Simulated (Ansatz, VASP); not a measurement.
One calculation of AlC6, two programs

```
CELL_PARAMETERS angstrom
3.89766 0.00000 0.00000
0.00000 3.89766 0.00000
0.00000 0.00000 3.89766
ATOMIC_POSITIONS crystal
Al 0.00000 0.00000 0.00000
C 0.17301 0.50000 0.50000
C 0.50000 0.50000 0.82699
C 0.50000 0.50000 0.17301
C 0.50000 0.17301 0.50000
C 0.50000 0.82699 0.50000
C 0.82699 0.50000 0.50000
```

Change from the starting cell: species swapped into the CaB6 type (Pm-3m, No. 221).

Alike in both runs: functional PBE; k mesh 4 × 4 × 4; occupations gaussian, width 0.1 eV; no spin polarisation.

Ansatz relaxed the structure, and its values are those at the end. VASP's run is a single point on that final structure, the one shown.

|  | VASP | Ansatz |
| --- | --- | --- |
| version | VASP 6.6.1 | Ansatz 0.2.0 |
| potentials or method | VASP PAW PBE potentials, release 64 (Al, C) | scalar-relativistic, plane waves, PAW |
| plane-wave cutoff (eV) | 520 | 420 |
| valence electrons in the cell | 27 | 27 |

|  | VASP | Ansatz | Ansatz less VASP |
| --- | --- | --- | --- |
| gap on the k mesh at the Fermi level (eV) | none | none | - |
| pressure (GPa) | 0.0 | -0.1 | -0.08 |
| rms of the force components (eV/Å) | 0.016 | 0.005 | -0.0109 |

A gap of «none» marks a metal or a gap that the smearing closes.

Caveats: the k mesh is coarse (spacing up to 0.40 Å⁻¹), so the values aren't converged.
